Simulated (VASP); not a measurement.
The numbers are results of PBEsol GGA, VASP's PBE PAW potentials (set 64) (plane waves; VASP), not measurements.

Input for VASP

KPOINTS:
```
Automatic mesh
0
Gamma
7 7 1
0 0 0
```

INCAR:
```
ALGO = Normal
DIPOL = 0.5 0.5 0.5
EDIFF = 1E-6
ENCUT = 400
GGA = PS
IDIPOL = 3
ISMEAR = 1
LASPH = .TRUE.
LCHARG = .FALSE.
LDIPOL = .TRUE.
LORBIT = 11
LREAL = .FALSE.
LVHAR = .TRUE.
LWAVE = .FALSE.
NELM = 100
NELMIN = 4
PREC = Normal
SIGMA = 0.1
SYSTEM = Na(100) slab
```

POSCAR:
```
Na(100) slab
1
    4.1655703476     0.0000000000     0.0000000000
    0.0000000000     4.1655703476     0.0000000000
    0.0000000000     0.0000000000    27.1642122667
Na
6
Direct
  0.5000000000   0.0000000000   0.3083150000
  0.0000000000   0.5000000000   0.3849890000
  0.5000000000   0.0000000000   0.4616630000
  0.0000000000   0.5000000000   0.5383370000
  0.5000000000   0.0000000000   0.6150110000
  0.0000000000   0.5000000000   0.6916850000
```

POTCAR, in this order: Na_pv (PBE.64 set). Program: vasp_std. Read from the step before: WAVECAR.

The run wrote:

### OSZICAR
```
       N       E                     dE             d eps       ncg     rms          rms(c)
DAV:   1    -0.783911295694E+01   -0.78391E+01   -0.90456E-07   345   0.247E-03    0.505E-04
DAV:   2    -0.783911285656E+01    0.10039E-06   -0.98574E-07   342   0.320E-03    0.133E-04
DAV:   3    -0.783911285317E+01    0.33888E-08   -0.37812E-08   256   0.107E-03    0.403E-05
DAV:   4    -0.783911285351E+01   -0.34197E-09   -0.61532E-09   255   0.454E-04
   1 F= -.78391129E+01 E0= -.78379326E+01  d E =-.354075E-02
```

OUTCAR:
```
------------------------ aborting loop because EDIFF is reached ----------------------------------------
  FORCE on cell =-STRESS in cart. coord.  units (eV):
  Direction    XX          YY          ZZ          XY          YZ          ZX
  --------------------------------------------------------------------------------------
  Total       -0.7704165     -0.7704165     -0.3720226      0.0000000      0.0000000     -0.0000000
  in kB       -2.6187264     -2.6187264     -1.2645437      0.0000000      0.0000000     -0.0000000
  external PRESSURE =      -2.1673322 kB  Pullay stress =       0.0000000 kB
  volume of cell :      471.35
      direct lattice vectors                 reciprocal lattice vectors
     4.165570348  0.000000000  0.000000000     0.240063165  0.000000000  0.000000000
     0.000000000  4.165570348  0.000000000     0.000000000  0.240063165  0.000000000
     0.000000000  0.000000000 27.164212267     0.000000000  0.000000000  0.036813142
 POSITION                                       TOTAL-FORCE (eV/Angst)
 -----------------------------------------------------------------------------------
      2.08279      0.00000      8.37513         0.000000      0.000000     -0.014423
      0.00000      2.08279     10.45792        -0.000000     -0.000000      0.022157
      2.08279      0.00000     12.54071        -0.000000      0.000000      0.028050
      0.00000      2.08279     14.62350         0.000000      0.000000     -0.028050
      2.08279      0.00000     16.70629        -0.000000      0.000000     -0.022157
      0.00000      2.08279     18.78908        -0.000000      0.000000      0.014423
 -----------------------------------------------------------------------------------
    total drift:                               -0.000000     -0.000000      0.000000
  FREE ENERGIE OF THE ION-ELECTRON SYSTEM (eV)
  ---------------------------------------------------
  free  energy   TOTEN  =        -7.8391128535 eV

  energy  without entropy=       -7.8355721001  energy(sigma->0) =       -7.83793260

 total charge

# of ion       s       p       d       tot
------------------------------------------
    1        0.097   5.958   0.000   6.055
    2        0.096   5.969   0.000   6.065
    3        0.098   5.968   0.000   6.065
    4        0.098   5.968   0.000   6.065
    5        0.096   5.969   0.000   6.065
    6        0.097   5.958   0.000   6.055
--------------------------------------------------
tot          0.581  35.789   0.000  36.370
```
(Selected blocks of OUTCAR.)

OUTCAR:
```
 val. band max:       -1.2096837451   @ k =   0.4286   0.1429   0.0000

 cond. band min:      -1.1517076796   @ k =   0.4286   0.4286   0.0000


 Fermi energy:        -1.2063747062

 k-point     1 :       0.0000    0.0000    0.0000
  band No.  band energies     occupation
      1     -26.3982      2.00000
      2     -26.3982      2.00000
      3     -26.3794      2.00000
      4     -26.3794      2.00000
      5     -26.3794      2.00000
      6     -26.3794      2.00000
      7     -25.9915      2.00000
      8     -25.9910      2.00000
      9     -25.9876      2.00000
     10     -25.9876      2.00000
     11     -25.9872      2.00000
     12     -25.9872      2.00000
     13     -25.9459      2.00000
     14     -25.9406      2.00000
     15     -25.9406      2.00000
     16     -25.9311      2.00000
     17     -25.9266      2.00000
     18     -25.9266      2.00000
     19      -4.3311      2.00000
     20      -3.8223      2.00000
     21      -2.9617      2.00000
     22      -1.9109      2.00000
     23      -0.8173     -0.00000
     24       0.2237     -0.00000
     25       1.0346      0.00000

 k-point     2 :       0.1429    0.0000    0.0000
  band No.  band energies     occupation
      1     -26.3982      2.00000
      2     -26.3981      2.00000
      3     -26.3805      2.00000
      4     -26.3804      2.00000
      5     -26.3793      2.00000
      6     -26.3793      2.00000
      7     -25.9917      2.00000
      8     -25.9909      2.00000
      9     -25.9887      2.00000
     10     -25.9886      2.00000
     11     -25.9873      2.00000
     12     -25.9870      2.00000
     13     -25.9458      2.00000
     14     -25.9424      2.00000
     15     -25.9400      2.00000
     16     -25.9299      2.00000
     17     -25.9274      2.00000
     18     -25.9273      2.00000
     19      -4.1487      2.00000
     20      -3.6415      2.00000
     21      -2.7832      2.00000
     22      -1.7354      2.00000
     23      -0.6462     -0.00000
...
```

The cell is a thin slab with vacuum, built from Na (bcc): (100) face.
